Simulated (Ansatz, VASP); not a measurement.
**SiF in VASP and in Ansatz**

INCAR

```
  ALGO = Normal
  EDIFF = 1E-7
  ENCUT = 520
  GGA = PE
  ISIF = 2
  ISMEAR = -1
  LASPH = T
  LCHARG = F
  LREAL = F
  LWAVE = F
  NBANDS = 12
  NELM = 60
  PREC = Accurate
  SIGMA = 0.05
```

KPOINTS

```
k-points
0
Gamma
  9 9 9
```

POSCAR

```
SiF
1.0
    3.0486575382      0.0000000000      0.0000000000
    0.0000000000      3.0486575382      0.0000000000
    0.0000000000      0.0000000000      3.0486575382
Si F
1 1
Direct
    0.5000000000      0.5000000000      0.5000000000
    0.0000000000      0.0000000000      0.0000000000
```

Contents of input.yaml:

```yaml
crystal:
  lattice:
    - [3.0486575382, 0.0, 0.0]
    - [0.0, 3.0486575382, 0.0]
    - [0.0, 0.0, 3.0486575382]
  atoms:
    - { symbol: Si, position: [0.5, 0.5, 0.5] }
    - { symbol: F, position: [0.0, 0.0, 0.0] }
hamiltonian:
  xc: pbe
  pseudopotentials: { kind: paw }
kpoints:
  mp_grid: { grid: [9, 9, 9] }
scf:
  occupations: { method: fermi_dirac, width: 0.05 }
output:
  forces: true
  stress: true
  eigenvalues: true
```

Change from the starting cell: volume scaled by 1.02.

Alike in both runs: task single point; functional PBE; k mesh 9 × 9 × 9; occupations fermi-dirac, width 0.05 eV; no spin polarisation.

```csv
,VASP,Ansatz
version,VASP 6.6.1,Ansatz 0.2.0
potentials or method,"VASP PAW PBE potentials, release 64 (Si, F)",Ansatz PAW
plane-wave cutoff (eV),520,420
valence electrons in the cell,11,11
```

VASP gave:

| Item | Value |
| --- | --- |
| gap on the k mesh at the Fermi level (eV) | none |
| pressure (GPa) | -1.4 |

**Question.** Which values does Ansatz return?

**Answer.** gap on the k mesh at the Fermi level (eV): none; pressure (GPa): -1.2.

A gap of «none» marks a metal or a gap that the smearing closes. The functional is the same, so the differences come from potentials, cutoffs and numerics.

Caveats: an odd number of electrons without spin polarisation forces a metal; a magnetic or distorted state may lie lower; the pressure holds a Pulay correction of +0.5 GPa for the finite cutoff (Ansatz).
